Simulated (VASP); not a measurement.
An input for Ansatz (written as the equivalent of a VASP run, and not itself run):

Ansatz 0.2 input:
```yaml
crystal:
  lattice:
    - [0.0000000, 2.1548232, 2.1548232]
    - [2.1548232, 0.0000000, 2.1548232]
    - [2.1548232, 2.1548232, 0.0000000]
  atoms:
    - { symbol: Be, position: [0.2500000, 0.2500000, 0.2500000] }
    - { symbol: Be, position: [0.7500000, 0.7500000, 0.7500000] }
    - { symbol: C, position: [1.0000000, 1.0000000, 1.0000000] }
kpoints:
  mp_grid: { grid: [8, 8, 8] }
hamiltonian:
  xc: pbesol
  pseudopotentials: { kind: paw }
scf:
  occupations: { method: gaussian, width: 0.05 }
  max_iter: 100
relax:
  max_steps: 60
  f_tol: 0.02
  cell: {}
output: { forces: true, stress: true, eigenvalues: true }
```

Translate this input to VASP (INCAR, KPOINTS, POSCAR, choice of POTCAR).

One answer among several that fit: 
### POSCAR
```
Be2C
1
    0.0000000000     2.1548231991     2.1548231991
    2.1548231991     0.0000000000     2.1548231991
    2.1548231991     2.1548231991    -0.0000000000
Be C
2 1
Direct
  0.2500000000   0.2500000000   0.2500000000
  0.7500000000   0.7500000000   0.7500000000
  1.0000000000   1.0000000000   1.0000000000
```

### INCAR
```
SYSTEM  =  Be2C
PREC  =  Accurate; ENCUT  =  520; LREAL  =  .FALSE.
LASPH  =  .TRUE.
EDIFF  =  1E-6; NELM  =  100; ALGO  =  Normal
ISMEAR  =  0; SIGMA  =  0.05
GGA  =  PS
IBRION  =  2; NSW  =  60; ISIF  =  3
EDIFFG  =  -0.02
LWAVE  =  .FALSE.; LCHARG  =  .FALSE.
```

File KPOINTS:
```
Automatic
0
Gamma
 8 8 8
```

POTCAR, in this order: Be C (PBE.64 set). Program: vasp_std.

What does not carry over: each code has its own PAW files, so the cut-off isn't converted (ENCUT is set for VASP's; basis.ecutwfc is left out, and Ansatz then takes the one that its files recommend); Ansatz stops its SCF on the density residual and VASP on the energy change (EDIFF).

The compound is Be2C in the antifluorite structure. This run relaxes it. Symmetry was kept, so distortions that lower it aren't found. The start is the result of an earlier pass.
